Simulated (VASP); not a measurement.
Calculation: MS2 meta-GGA, VASP's PBE PAW potentials (set 64) (plane waves; VASP).

VASP ran on this input.

### KPOINTS
```
Automatic mesh
0
Gamma
16 16 16
0 0 0
```

**POSCAR**
```
In
1
   -1.5677247187     1.5677247187     2.4151530964
    1.5677247187    -1.5677247187     2.4151530964
    1.5677247187     1.5677247187    -2.4151530964
In
1
Direct
  0.0000000000   0.0000000000   0.0000000000
```

**INCAR**
```
! general
SYSTEM =In
PREC   =Accurate
ENCUT  =520
LREAL  =.False.
LASPH  =.True.

! electronic loop
EDIFF  =1E-7
NELM   =100
ALGO   =Normal
LMAXMIX=4
LMIXTAU=.True.

! smearing
ISMEAR =1
SIGMA  =0.1

! functional
METAGGA=MS2

! ions
IBRION =2
NSW    =30
ISIF   =4
EDIFFG =-0.01

! output
LWAVE  =.False.
LCHARG =.False.
```

POTCAR, in this order: In_d (PBE.64 set). Program: vasp_std.

The resulting files:

OSZICAR:
```
       N       E                     dE             d eps       ncg     rms          rms(c)
DAV:   1     0.650337749583E+02    0.65034E+02   -0.59116E+03  7016   0.151E+03
DAV:   2    -0.677749955419E+01   -0.71811E+02   -0.70535E+02  7080   0.272E+02
DAV:   3    -0.900328319580E+01   -0.22258E+01   -0.22162E+01  8176   0.587E+01
DAV:   4    -0.905044486437E+01   -0.47162E-01   -0.47147E-01  9342   0.796E+00
DAV:   5    -0.905214256626E+01   -0.16977E-02   -0.16977E-02  8834   0.123E+00    0.184E+01
DAV:   6    -0.265042499612E+00    0.87871E+01   -0.27951E+01  7682   0.146E+02    0.390E+00
DAV:   7     0.658512479898E+00    0.92355E+00   -0.33459E+00  7850   0.453E+01    0.391E+00
DAV:   8     0.653598895440E+00   -0.49136E-02   -0.13515E-01  7108   0.614E+00    0.177E+00
DAV:   9     0.638503569543E+00   -0.15095E-01   -0.30429E-01  7702   0.138E+01    0.141E+00
DAV:  10     0.661618666266E+00    0.23115E-01   -0.59586E-02  7848   0.623E+00    0.662E-01
DAV:  11     0.674143646255E+00    0.12525E-01   -0.24036E-02  7796   0.386E+00    0.131E-01
DAV:  12     0.673695672715E+00   -0.44797E-03   -0.33046E-04  7366   0.373E-01    0.185E-01
DAV:  13     0.673749566644E+00    0.53894E-04   -0.14011E-05  8056   0.890E-02    0.160E-01
DAV:  14     0.674065315129E+00    0.31575E-03   -0.12983E-03  7878   0.921E-01    0.257E-02
DAV:  15     0.674059096307E+00   -0.62188E-05   -0.14237E-05  9288   0.716E-02    0.528E-02
DAV:  16     0.674068356026E+00    0.92597E-05   -0.13689E-06  7944   0.273E-02    0.231E-02
DAV:  17     0.674073936752E+00    0.55807E-05   -0.20302E-07  4106   0.107E-02    0.563E-03
DAV:  18     0.674077590199E+00    0.36534E-05   -0.64502E-08  3900   0.396E-03    0.564E-03
DAV:  19     0.674077121327E+00   -0.46887E-06   -0.18316E-07  3726   0.113E-02    0.390E-03
DAV:  20     0.674076645962E+00   -0.47536E-06   -0.80897E-09  3718   0.133E-03    0.211E-03
DAV:  21     0.674076267074E+00   -0.37889E-06   -0.15770E-08  3668   0.327E-03    0.432E-04
DAV:  22     0.674076172620E+00   -0.94454E-07   -0.22227E-09  3678   0.845E-04
   1 F= 0.67407617E+00 E0= 0.67403386E+00  d E =0.674076E+00
       N       E                     dE             d eps       ncg     rms          rms(c)
DAV:   1     0.673953995265E+00   -0.12227E-03   -0.38396E-03  8036   0.684E-01    0.552E-02
DAV:   2     0.674016422214E+00    0.62427E-04   -0.83167E-05  9898   0.170E-01    0.363E-02
DAV:   3     0.674054042551E+00    0.37620E-04   -0.33724E-05  9440   0.279E-01    0.133E-02
DAV:   4     0.674053893629E+00   -0.14892E-06   -0.76440E-06  7454   0.484E-02    0.103E-02
DAV:   5     0.674053855319E+00   -0.38311E-07   -0.25459E-07  6950   0.588E-03
   2 F= 0.67405386E+00 E0= 0.67400607E+00  d E =-.223173E-04
       N       E                     dE             d eps       ncg     rms          rms(c)
DAV:   1     0.673596824082E+00   -0.45707E-03   -0.16405E-02  8034   0.142E+00    0.113E-01
DAV:   2     0.673864178925E+00    0.26735E-03   -0.36241E-04  9756   0.337E-01    0.729E-02
DAV:   3     0.674019951882E+00    0.15577E-03   -0.14941E-04  9534   0.587E-01    0.288E-02
DAV:   4     0.674020451970E+00    0.50009E-06   -0.38696E-05  7348   0.109E-01    0.213E-02
DAV:   5     0.674020314479E+00   -0.13749E-06   -0.12871E-06  9392   0.130E-02    0.248E-02
DAV:   6     0.674020686451E+00    0.37197E-06   -0.48673E-07  7280   0.130E-02    0.191E-02
DAV:   7     0.674020431028E+00   -0.25542E-06   -0.16722E-07  6286   0.765E-03    0.158E-02
DAV:   8     0.674020327654E+00   -0.10337E-06   -0.15901E-08  3620   0.262E-03    0.145E-02
DAV:   9     0.674020134901E+00   -0.19275E-06   -0.80728E-09  3610   0.156E-03    0.126E-02
DAV:  10     0.674019964868E+00   -0.17003E-06   -0.15367E-09  3606   0.518E-04    0.109E-02
DAV:  11     0.674019651147E+00   -0.31372E-06   -0.26694E-09  3602   0.757E-04    0.747E-03
DAV:  12     0.674019364975E+00   -0.28617E-06   -0.23788E-09  3598   0.738E-04    0.422E-03
DAV:  13     0.674019134978E+00   -0.23000E-06   -0.19284E-09  3586   0.648E-04    0.170E-03
DAV:  14     0.674019015692E+00   -0.11929E-06   -0.93618E-10  3592   0.421E-04    0.317E-04
DAV:  15     0.674018982041E+00   -0.33652E-07   -0.34796E-10  3580   0.267E-04
   3 F= 0.67401898E+00 E0= 0.67397613E+00  d E =-.571906E-04
       N       E                     dE             d eps       ncg     rms          rms(c)
DAV:   1     0.672279772861E+00   -0.17392E-02   -0.65079E-02  8044   0.282E+00    0.226E-01
DAV:   2     0.673332816485E+00    0.10530E-02   -0.14113E-03  9814   0.684E-01    0.149E-01
DAV:   3     0.673962073408E+00    0.62926E-03   -0.57026E-04  9384   0.113E+00    0.538E-02
DAV:   4     0.673958846814E+00   -0.32266E-05   -0.13062E-04  7408   0.199E-01    0.418E-02
DAV:   5     0.673958341531E+00   -0.50528E-06   -0.46485E-06  9318   0.243E-02    0.480E-02
DAV:   6     0.673959698518E+00    0.13570E-05   -0.17591E-06  7280   0.242E-02    0.448E-02
DAV:   7     0.673959379418E+00   -0.31910E-06   -0.13012E-06  7294   0.201E-02    0.434E-02
DAV:   8     0.673959522091E+00    0.14267E-06   -0.93792E-08  4584   0.701E-03    0.436E-02
DAV:   9     0.673959497520E+00   -0.24571E-07   -0.22435E-08  3596   0.244E-03
   4 F= 0.67395950E+00 E0= 0.67392461E+00  d E =-.116675E-03
```

### OUTCAR
```
------------------------ aborting loop because EDIFF is reached ----------------------------------------
  FORCE on cell =-STRESS in cart. coord.  units (eV):
  Direction    XX          YY          ZZ          XY          YZ          ZX
  --------------------------------------------------------------------------------------
  Total        0.4959869      0.4959869      0.4979585      0.0000000      0.0000000      0.0000000
  in kB       33.4685240     33.4685240     33.6015606      0.0000000      0.0000000      0.0000000
  external PRESSURE =      33.5128695 kB  Pullay stress =       0.0000000 kB
  volume of cell :       23.74
      direct lattice vectors                 reciprocal lattice vectors
    -1.562563233  1.562563233  2.431135000     0.000000000  0.319987050  0.205665255
     1.562563233 -1.562563233  2.431135000     0.319987050  0.000000000  0.205665255
     1.562563233  1.562563233 -2.431135000     0.319987050  0.319987050  0.000000000
 POSITION                                       TOTAL-FORCE (eV/Angst)
 -----------------------------------------------------------------------------------
      0.00000     -0.00000      0.00000         0.000000      0.000000     -0.000000
 -----------------------------------------------------------------------------------
    total drift:                                0.000000     -0.000000     -0.000000
  FREE ENERGIE OF THE ION-ELECTRON SYSTEM (eV)
  ---------------------------------------------------
  free  energy   TOTEN  =         0.6739594975 eV

  energy  without entropy=        0.6738548289  energy(sigma->0) =        0.67392461

 reached required accuracy - stopping structural energy minimisation
```
(Selected blocks of OUTCAR.)

CONTCAR:
```
In
   1.00000000000000
    -1.5625632326575591    1.5625632326575591    2.4311350001405247
     1.5625632326575591   -1.5625632326575591    2.4311350001405247
     1.5625632326575591    1.5625632326575591   -2.4311350001405247
  In
     1
Direct
     0.0000000000000000    0.0000000000000000    0.0000000000000000
```

The compound is In in the bct structure. This cell is one point of a volume scan, at 0.94 of the reference volume. Symmetry was kept, so distortions that lower it aren't found.
